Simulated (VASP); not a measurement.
**ZrGe2 (relaxed from the fluorite structure, space group Fm-3m): computed properties**

The numbers are results of PBEsol GGA, VASP's PBE PAW potentials (set 64) (plane waves; VASP), not measurements.

```yaml
space_group: Fm-3m (225)
cell: a = b = c = 6.3812 Å, α = β = γ = 90.00°
volume_per_atom: 21.65 Å³/atom
band gap (over mesh and band path): none (metal, semimetal or under 0.01 eV)
density: 6.05 g/cm³
```

```
ZrGe2
1.0
    0.00000     3.19061     3.19061
    3.19061     0.00000     3.19061
    3.19061     3.19061     0.00000
Zr Ge
1 2
Direct
  0.00000   0.00000   0.00000
  0.25000   0.25000   0.25000
  0.75000   0.75000   0.75000
```

The structure was generated: ZrGe2 was put into the fluorite type (Fm-3m), which need not be its known phase. It was relaxed first, which changed the volume by -11 %. Symmetry was kept, so distortions that lower it aren't found.
